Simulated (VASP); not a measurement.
Method: PBEsol GGA, VASP's PBE PAW potentials (set 64) (plane waves; VASP).

A VASP calculation is set up with these files.

POSCAR:
```
CaO
1
    0.0000000000     2.3880329525     2.3880329525
    2.3880329525     0.0000000000     2.3880329525
    2.3880329525     2.3880329525     0.0000000000
Ca O
1 1
Direct
  0.0000000000   0.0000000000   0.0000000000
  0.5000000000   0.5000000000   0.5000000000
```

### KPOINTS
```
Automatic mesh
0
Gamma
12 12 12
0 0 0
```

**INCAR**
```
SYSTEM = CaO
PREC = Accurate
ENCUT = 520
EDIFF = 1E-7
NELM = 100
ALGO = Normal
LREAL = .FALSE.
LASPH = .TRUE.
ISMEAR = 0
SIGMA = 0.01
GGA = PS
LWAVE = .FALSE.
LCHARG = .FALSE.
LOPTICS = .TRUE.
NBANDS = 36
NEDOS = 1001
CSHIFT = 0.1
```

POTCAR, in this order: Ca_sv O (PBE.64 set). Program: vasp_std.

### Question
What will the output report for the number of irreducible k-points (NKPTS), largest plane-wave count, number of space-group operations, FFT grid (NGX, NGY, NGZ)?

### Answer

* **number of irreducible k-points (NKPTS)**: 72
* **largest plane-wave count**: 754
* **number of space-group operations**: 48
* **FFT grid (NGX, NGY, NGZ)**: 28 × 28 × 28

The compound is CaO in the rock salt structure. It was relaxed first.
